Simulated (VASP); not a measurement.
VASP runs on N2 (space group Pa-3) share one base input (revPBE GGA, plane waves, VASP's PBE PAW potentials (set 64)) and change the settings named in each case.

### INCAR
```
! general
SYSTEM = N2
PREC   = Accurate
ENCUT  = 400   ! plane-wave cut-off (eV)
LREAL  = .FALSE.   ! projection in real space or not
LASPH  = .TRUE.   ! aspherical one-centre terms

! electronic loop
EDIFF  = 1E-6
NELM   = 100
ALGO   = Normal   ! blocked Davidson

! smearing
ISMEAR = 0   ! Gaussian
SIGMA  = 0.01   ! width (eV)

! functional
GGA    = RE   ! revPBE

! ions
ISIF   = 2   ! forces and stress, cell fixed

! output
LWAVE  = .FALSE.
LCHARG = .FALSE.
```

**POSCAR**
```
N2
1.0
  5.4821170000   0.0000000000   0.0000000000
  0.0000000000   5.4821170000   0.0000000000
  0.0000000000   0.0000000000   5.4821170000
N
8
Cartesian
  0.3146735158   0.3146735158   0.3146735158
  5.1674434842   5.1674434842   5.1674434842
  2.4263849842   5.1674434842   3.0557320158
  3.0557320158   0.3146735158   2.4263849842
  3.0557320158   2.4263849842   5.1674434842
  2.4263849842   3.0557320158   0.3146735158
  5.1674434842   3.0557320158   2.4263849842
  0.3146735158   2.4263849842   3.0557320158
```

**KPOINTS**
```
Automatic mesh
0
Gamma
5 5 5
0.5 0.5 0.5
```

POTCAR, in this order: N (PBE.64 set). Program: vasp_std.

```tsv
change	E(σ→0) (eV/atom)	pressure (GPa)	largest force (eV/Å)
base run	-8.0749	4.09	4.822
EDIFF = 1E-08	-8.0749	4.09	4.822
ISYM = 0	-8.0749	4.09	4.822
AEXX = 0.2, AGGAC = 0.81, AGGAX = 0.72, ALDAC = 0.19, GGA = B3, HFRCUT = -1, ISYM = 3, LHFCALC = .TRUE., PRECFOCK = Fast, KPOINTS 3×3×3 Γ-centred mesh shifted by (0.5, 0.5, 0.5)	-10.0693	-0.09	2.516
KPOINTS 8×8×8 Γ-centred mesh shifted by (0.5, 0.5, 0.5)	-8.0751	4.09	4.821
GGA removed, POTCAR N (LDA.64 set)	-8.7936	[?]	[?]
NBANDS = 22	-8.0749	4.09	4.822
KPOINTS 3×3×3 Γ-centred mesh	-8.0740	4.06	4.823
```

Question: Complete the blanks.

Answer: 
- GGA removed, POTCAR N (LDA.64 set), pressure (GPa): -1.08
- GGA removed, POTCAR N (LDA.64 set), largest force (eV/Å): 2.184

Energies of different potentials or functionals have different zeros.  At 400 eV the pressure can carry a Pulay error.

Left out are runs that ran out of time, are held back, or changed the cell or the kind of run, fixed moments of cells without a moment, rows past the twelfth, gaps on odd meshes, pressures of charged cells and columns that move by less than the noise.

The structure comes from a computed database's N2 entry; how it stands against other phases isn't given here. The cell was not relaxed at this level, forces remain on its atoms, its lattice was scaled by up to 2.5 %.
